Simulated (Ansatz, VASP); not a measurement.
# InGa in two plane-wave programs, part 2 of 2

Aim: how closely do two programs agree when they are given the same cell, functional and k mesh? The cell is invented: As first built, before any earlier steps moved the atoms (in the runner's words): it takes the InBi structure with some of its atoms replaced by other elements, volume scaled by an estimate. It may not be a known or stable phase. The cell is taken from a series of VASP runs on this material, whose earlier steps may have relaxed, scaled or displaced it; both programs get it as it stands.

VASP 6.6.1 and Ansatz 0.2.0.

So far. Step 2 (VASP: band structure, PBE): The run ends at a pressure of -0.14 GPa.

### 4. Comparison

Known differences besides the potentials themselves: the cutoff is 420 eV in Ansatz and 400 eV in VASP; VASP leaves aspherical gradient terms in its spheres out (LASPH is not set), Ansatz keeps them. Total energies have different zeros and are not compared.

Both answers:

```csv
quantity,Ansatz,VASP,difference
pressure (GPa),0.02,-0.14,+0.16
```

Levels from 3 eV below to 2 eV above the Fermi level differ by 0 meV r.m.s. and 2 meV at most; each VASP level is matched to the nearest of Ansatz, which flatters the figure a little.

### 5. VASP: single point, PBE

With cell and atoms fixed, the geometry can't cause a difference; cores, projectors, grids and the points listed under the comparison can.

The input, INCAR:

```
SYSTEM = InGa
PREC = Accurate
ENCUT = 400
EDIFF = 1E-06
NELM = 100
ISMEAR = -5
SIGMA = 0.05
LREAL = .FALSE.
ALGO = Normal
GGA = PE
LORBIT = 11
LWAVE = .FALSE.
LCHARG = .FALSE.
NEDOS = 2001
```

The input, POSCAR:

```
InGa
1.0
    0.0000000000      3.1745305689      3.1745305689
    3.1745305689      0.0000000000      3.1745305689
    3.1745305689      3.1745305689      0.0000000000
In Ga
1 1
Direct
    0.0000000000      0.0000000000      0.0000000000
    0.2500000000      0.2500000000      0.2500000000
```

The input, KPOINTS:

```
Automatic mesh
0
Gamma
9 9 9
0 0 0
```

PAW data sets: In_d and Ga_d (PBE family, release 64).

Started as:

```bash
$ mpirun -np 1 vasp_std
```

Numbers of over 12 decimals in the logs are rounded to 6 here.

Output:

```text
[... set-up lines as in an earlier step ...]
 entering main loop
       N       E                     dE             d eps       ncg     rms          rms(c)
DAV:   1     0.152121303079E+03    0.15212E+03   -0.11710E+04  1190   0.188E+03
DAV:   2     0.675185444275E+01   -0.14537E+03   -0.14402E+03  1206   0.357E+02
DAV:   3    -0.455920174143E+01   -0.11311E+02   -0.11282E+02  1459   0.114E+02
DAV:   4    -0.480532958569E+01   -0.24613E+00   -0.24576E+00  1479   0.182E+01
[...]
DAV:  11    -0.479162550962E+01   -0.59969E-05   -0.57738E-06  1487   0.660E-02    0.310E-03
DAV:  12    -0.479162667782E+01   -0.11682E-05   -0.16537E-06  1028   0.144E-02    0.120E-03
DAV:  13    -0.479162669129E+01   -0.13477E-07   -0.62713E-07   688   0.304E-02
   1 F= -.47916267E+01 E0= -.47916267E+01  d E =0.000000E+00
 -----------------------------------------------------------------------------
|                                                                             |
|           W    W    AA    RRRRR   N    N  II  N    N   GGGG   !!!           |
|           W    W   A  A   R    R  NN   N  II  NN   N  G    G  !!!           |
|           W    W  A    A  R    R  N N  N  II  N N  N  G       !!!           |
|           W WW W  AAAAAA  RRRRR   N  N N  II  N  N N  G  GGG   !            |
|           WW  WW  A    A  R   R   N   NN  II  N   NN  G    G                |
|           W    W  A    A  R    R  N    N  II  N    N   GGGG   !!!           |
|                                                                             |
|     Tetrahedron method does not include variations of the Fermi             |
|     occupations, so forces and stress will be inaccurate. We suggest        |
|     using a different smearing scheme ISMEAR = 1 or 2 for metals in         |
|     relaxations.                                                            |
|                                                                             |
 -----------------------------------------------------------------------------
```

Parts of OUTCAR (step 5):

```text
  Total       -0.1669142     -0.1669142     -0.1669142      0.0000000      0.0000000      0.0000000
  in kB       -4.1796068     -4.1796068     -4.1796068      0.0000000      0.0000000      0.0000000
  external PRESSURE =      -4.1796068 kB  Pullay stress =       0.0000000 kB

  FREE ENERGIE OF THE ION-ELECTRON SYSTEM (eV)
  ---------------------------------------------------
  free  energy   TOTEN  =        -4.7916266913 eV

  energy  without entropy=       -4.7916266913  energy(sigma->0) =       -4.79162669

[... 2 parts as in an earlier step ...]

[... 2 further parts left out ...]
[key lines of the parts left out:]
E-fermi :   3.1424
```

The run ends at a pressure of -0.42 GPa.

### 6. Ansatz: single point, PBE

The same cell, functional, mesh and smearing now go to Ansatz, which takes its cutoff from its data sets.

The cell is taken from a series of VASP runs on this material, whose earlier steps may have relaxed, scaled or displaced it; both programs get it as it stands.

The input, input.yaml:

```yaml
crystal:
  lattice:
    - [0.0, 3.1745305689, 3.1745305689]
    - [3.1745305689, 0.0, 3.1745305689]
    - [3.1745305689, 3.1745305689, 0.0]
  atoms:
    - { symbol: In, position: [0.0, 0.0, 0.0] }
    - { symbol: Ga, position: [0.25, 0.25, 0.25] }
hamiltonian:
  xc: pbe
  pseudopotentials: { kind: paw }
kpoints:
  mp_grid: { grid: [9, 9, 9] }
scf:
  occupations: { method: tetrahedron }
output:
  forces: true
  stress: true
```

Started as:

```bash
$ ansatz run input.yaml --threads 2 --pin off --max-ram 4608MiB --backend cpu --events-out ev --progress --plain --runs-dir out
```

Output:

```text
Warning: output.forces, output.stress, relax.cell or npt_langevin: where a Kohn–Sham band that disperses or a degenerate level is filled in part under the method tetrahedron, the forces or the stress that this run publishes need not agree with its energy (scf.occupations.method in the input reference, under Limitations); prefer a smearing scheme for the forces or the stress
[...]
--- Band table (eV; the first three rows and the last of 35) ---
  k-point 0: bands = [... 9 lower, -8.6671, -2.9615, 7.6945, 7.9005, 7.9005, 7.9005, 9.7951, 9.7951]
  k-point 1: bands = [... 9 lower, -8.6653, -2.8332, 6.0733, 7.6326, 7.6326, 8.5003, 10.1292, 10.1292]
  k-point 2: bands = [... 9 lower, -8.6611, -2.4563, 4.2641, 7.1746, 7.1746, 8.2344, 10.6316, 10.6316]
  k-point 34: bands = [... 9 lower, -8.6167, -0.1030, 1.0525, 4.1215, 4.6783, 10.6161, 10.8288, 11.1321]
[key lines of the parts left out:]
SCF converged after 8 iterations
Free energy (F): -9380.190043 eV
Fermi energy:    5.489024 eV
P = ⅓ Tr σ = -0.3217 GPa (-3.217 kbar)
```

It took 1.4 s on 2 threads of Intel Xeon 6975P-C (Granite Rapids), shared host; peak memory 0.42 GiB; 2.5 s of CPU time.

The run ends at a pressure of -0.32 GPa.

### 7. Comparison

Compared:

```csv
quantity,Ansatz,VASP,difference
pressure (GPa),-0.32,-0.42,+0.10
```

Ansatz's pressure holds a Pulay correction of 0.03 GPa; VASP's holds none.

### 8. What came out

| Item | Value |
| --- | --- |
| r.m.s. difference of levels near the Fermi level (band structure, PBE) | 0.45 meV |
| difference in pressure (single point, PBE) | 0.096 GPa |

**Reading.** The difference in pressure is 0.096 GPa (single point, PBE), within the 1 GPa picked in this series as the mark of a large difference. Such differences can come from data sets, numerical settings and the points named under the comparisons, not from the functional's error against experiment.

[Lines on the potential files, build, host, timing and source positions are cut from VASP's logs without a mark.]

[Logs are printed without paths, hosts, clocks, repeated set-up lines and the standing remarks that a program may print on its own settings, such as how far it seeks lower states.]

[Hosts, paths, dates, database ids (printed as entryN), source tags and the programs' standing remarks are cut or masked in the printed files.]
